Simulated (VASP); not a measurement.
Method: optB88-vdW, VASP's PBE PAW potentials (set 64) (plane waves; VASP).

A VASP calculation is set up with these files.

**INCAR**
```
SYSTEM = BaZrO3
PREC = Accurate; ENCUT = 520; LREAL = .FALSE.
LASPH = .TRUE.
EDIFF = 1E-7; NELM = 100; ALGO = Normal
LMAXMIX = 4
ISMEAR = 0; SIGMA = 0.05
GGA = BO; LUSE_VDW = .TRUE.; AGGAC = 0.0
PARAM1 = 0.1833333333; PARAM2 = 0.22
ISIF = 2
LWAVE = .FALSE.; LCHARG = .FALSE.
```

File POSCAR:
```
BaZrO3
4.1376240
  0.9999999691   0.0000000000   0.0000000000
  0.0000000000   0.9999999691   0.0000000000
  0.0000000000   0.0000000000   0.9999999691
Ba Zr O
1 1 3
Cart
  0.0000000000   0.0000000000   0.0000000000
  0.4999999845   0.4999999845   0.4999999845
  0.4999999845   0.0000000000   0.4999999845
  0.0000000000   0.4999999845   0.4999999845
  0.4999999845   0.4999999845   0.0000000000
```

File KPOINTS:
```
K-points
0
Gamma
  5 5 5
```

POTCAR, in this order: Ba_sv Zr_sv O (PBE.64 set). Program: vasp_std.

Predict the energy per atom (σ→0), pressure.

energy per atom (σ→0): -6.557 eV/atom
pressure: 11.12 GPa

### OSZICAR
```
...
DAV:   9    -0.327864509593E+02    0.62716E-02   -0.89161E-02   600   0.171E+00    0.433E-01
DAV:  10    -0.327877733697E+02   -0.13224E-02   -0.18010E-02   648   0.117E+00    0.277E-01
DAV:  11    -0.327872527586E+02    0.52061E-03   -0.31844E-03   624   0.460E-01    0.391E-02
DAV:  12    -0.327872763242E+02   -0.23566E-04   -0.13417E-04   712   0.908E-02    0.240E-02
DAV:  13    -0.327872838395E+02   -0.75153E-05   -0.14574E-05   600   0.331E-02    0.403E-03
DAV:  14    -0.327872840927E+02   -0.25319E-06   -0.26226E-06   704   0.106E-02    0.491E-03
DAV:  15    -0.327872840673E+02    0.25404E-07   -0.80798E-07   632   0.736E-03
   1 F= -.32787284E+02 E0= -.32787284E+02  d E =-.878390E-18
```

The compound is BaZrO3 in the cubic perovskite structure. This cell is one point of a volume scan, at 0.94 of the reference volume.
